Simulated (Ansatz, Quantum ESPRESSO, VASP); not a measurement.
**One structure in several programs: Ga₂HgTe₄ (P1, 7 atoms in the cell)**

Self-consistent single point, at a second geometry (atoms moved at random). First geometry:

```xyz
7
Lattice="-3.1016 3.1016 5.9590 3.1016 -3.1016 5.9590 3.1016 3.1016 -5.9590" Properties=species:S:1:pos:R:3 pbc="T T T"
Ga     0.0000     0.0000     5.9590
Ga     3.1016     0.0000     2.9795
Hg     0.0000     0.0000     0.0000
Te    -1.3974     1.5244     4.3165
Te     1.5244     1.3974     7.6014
Te     4.4990     1.5772    -1.6424
Te     1.5772     1.7042     1.6424
```

Second geometry:
```xyz
7
Lattice="-3.1016 3.1016 5.9590 3.1016 -3.1016 5.9590 3.1016 3.1016 -5.9590" Properties=species:S:1:pos:R:3 pbc="T T T"
Ga    -0.0356     0.0355     5.9422
Ga     3.1236     0.0358     2.9542
Hg    -0.0082    -0.0307     0.0097
Te    -1.3825     1.5046     4.3548
Te     1.5048     1.3826     7.5850
Te     4.4953     1.6062    -1.6247
Te     1.6076     1.6692     1.6353
```

Shared settings, as Ansatz (an electronic-structure program) writes them: kpoints.mp_grid.grid = 3 3 3; scf.occupations.method = fermi_dirac; scf.occupations.width = 0.01 eV. Potentials and cutoffs stand in the table.

```csv
code,model,ΔF from the first geometry (meV/atom),pressure (GPa),largest force (eV/Å),gap on the mesh (eV),cutoff
Ansatz,"PBEsol, default PAW files made with PBE",8.0,-0.55,0.669,0.687,default
VASP,"PBEsol, VASP's PBE PAW potentials (set 64)",8.2,-0.55,0.676,0.667,300 eV
Quantum ESPRESSO,"PBEsol, GBRV 1.5 ultrasoft (PBESOL) pseudopotentials",8.7,-0.43,0.703,0.669,50 Ry
```

Size of the force on each atom (eV/Å): Sizes of forces hide their directions.

| code | Ga1 | Ga2 | Hg3 | Te4 | Te5 | Te6 | Te7 |
|---|---|---|---|---|---|---|---|
| Ansatz | 0.562 | 0.430 | 0.133 | 0.669 | 0.209 | 0.233 | 0.378 |
| VASP | 0.565 | 0.433 | 0.136 | 0.676 | 0.217 | 0.231 | 0.386 |
| Quantum ESPRESSO | 0.575 | 0.441 | 0.139 | 0.703 | 0.241 | 0.232 | 0.410 |

Gaps are read on the mesh.

On Ansatz's run: spin-orbit coupling is off.

The spread over the programs that give each value: ΔF from the first geometry within 0.7 meV/atom; pressure within 0.12 GPa; largest force within 0.034 eV/Å; gap on the mesh within 0.020 eV.

Ansatz's pressure is given at a fixed set of plane waves, as the other plane-wave codes print theirs.

VASP's run is marked for a possible Pulay error in its stress at this cutoff; no cutoff test was made.

The starting cell comes from a database of computed structures (which also holds hypothetical and non-ambient phases and stackings), without a prior relaxation at this level. For this run, on top of that: atoms moved at random.

Left out of this page: GPAW, CP2K and SIESTA (not drawn, or without a comparable value).

Keys are those of Ansatz 0.2.
